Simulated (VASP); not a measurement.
KF:

```
CELL_PARAMETERS angstrom
0.00000 2.67350 2.67350
2.67350 0.00000 2.67350
2.67350 2.67350 0.00000
ATOMIC_POSITIONS crystal
K 0.00000 0.00000 0.00000
F 0.50000 0.50000 0.50000
```

- Program: VASP 6.6.1
- Task: relaxation of cell and atoms
- Functional: PBE
- Potentials or basis: VASP PAW PBE potentials, release 64 (K_sv, F)
- Cutoff: 600 eV
- k mesh: 8 × 8 × 8
- Occupations: gaussian, width 0.02 eV
- Spin: no spin polarisation

At the start: pressure 1.3 GPa; volume 19.11 Å³/atom.

**Question.** Where does the relaxation end?

**Answer.** Over 4 steps the energy falls by 3.2 meV/atom and the volume is 19.91 Å³/atom (+4.2 %); space group Fm-3m (No. 225, to 0.05 Å).

Step by step:
```
step  energy change (eV)  largest force (eV/Å)  pressure (GPa)  volume (Å³)
   1              0.0000                0.0000            1.31        38.22
   2             -0.0051                0.0000            0.54        39.09
   3             -0.0063                0.0000            0.12        39.65
   4             -0.0064                0.0000            0.02        39.82
```

Final structure:
```yaml
crystal:
  lattice:
    - [0.00000, 2.71033, 2.71033]
    - [2.71033, 0.00000, 2.71033]
    - [2.71033, 2.71033, 0.00000]
  atoms:
    - { symbol: K, position: [0.00000, 0.00000, 0.00000] }
    - { symbol: F, position: [0.50000, 0.50000, 0.50000] }
```
